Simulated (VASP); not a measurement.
Consider the following.

```yaml
crystal:
  lattice:
    - [5.14069, 0.00000, -0.00020]
    - [0.00000, 3.16454, 0.00000]
    - [-0.00392, 0.00000, 5.47637]
  atoms:
    - { symbol: Al, position: [0.00066, 0.50000, 0.66741] }
    - { symbol: Ga, position: [0.49912, 0.50000, 0.33498] }
    - { symbol: Ga, position: [0.49908, 0.00000, 0.83145] }
    - { symbol: Ga, position: [0.99974, 0.00000, 0.16621] }
    - { symbol: N, position: [0.11968, 0.50000, 0.34004] }
    - { symbol: N, position: [0.11770, 0.00000, 0.82641] }
    - { symbol: N, position: [0.62027, 0.00000, 0.16617] }
    - { symbol: N, position: [0.63115, 0.50000, 0.66733] }
```

Method: PBEsol GGA, VASP's PBE PAW potentials (set 64) (plane waves; VASP). Settings: 520 eV cut-off, Gaussian smearing of 0.050 eV, potentials Al Ga_d N.

### Question
Give the energies of bands 23 to 36 at the high-symmetry points, in eV from the valence-band maximum.

### Answer

| band | Γ | Z | D | B | A | E | C2 | Y2 |
|---|---|---|---|---|---|---|---|---|
| 23 | -4.06 | -4.75 | -4.78 | -3.81 | -3.87 | -5.82 | -5.13 | -3.44 |
| 24 | -2.63 | -4.15 | -4.12 | -2.98 | -2.14 | -2.07 | -3.39 | -1.95 |
| 25 | -2.18 | -3.97 | -3.95 | -2.53 | -1.99 | -1.96 | -3.38 | -1.90 |
| 26 | -1.13 | -3.84 | -2.61 | -2.02 | -1.95 | -1.86 | -3.37 | -1.80 |
| 27 | -1.04 | -3.51 | -2.61 | -1.83 | -1.89 | -1.84 | -3.25 | -1.67 |
| 28 | -0.86 | -2.10 | -2.23 | -0.78 | -1.57 | -1.77 | -1.70 | -0.72 |
| 29 | -0.08 | -2.06 | -2.15 | -0.61 | -1.18 | -1.74 | -1.47 | -0.67 |
| 30 | -0.03 | -1.84 | -0.98 | -0.58 | -1.15 | -1.66 | -1.44 | -0.36 |
| 31 | 0.00 | -1.80 | -0.87 | -0.34 | -1.10 | -1.64 | -1.42 | -0.36 |
| 32 | 2.38 | 5.57 | 4.83 | 4.58 | 5.32 | 4.32 | 5.71 | 4.40 |
| 33 | 4.63 | 5.59 | 5.17 | 4.74 | 5.38 | 4.40 | 5.89 | 4.48 |
| 34 | 5.17 | 6.89 | 5.61 | 6.12 | 5.46 | 4.47 | 5.97 | 4.59 |
| 35 | 5.72 | 7.08 | 5.72 | 6.43 | 5.81 | 4.88 | 6.24 | 5.03 |
| 36 | 6.41 | 7.79 | 5.98 | 7.42 | 7.46 | 7.20 | 7.88 | 7.72 |

The gap is direct, 2.38 eV, from the valence maximum at Γ to the conduction minimum at Γ.

The structure comes from a computed database's AlGa3N4 entry (Pm); how it stands against other phases isn't given here. It was relaxed first.
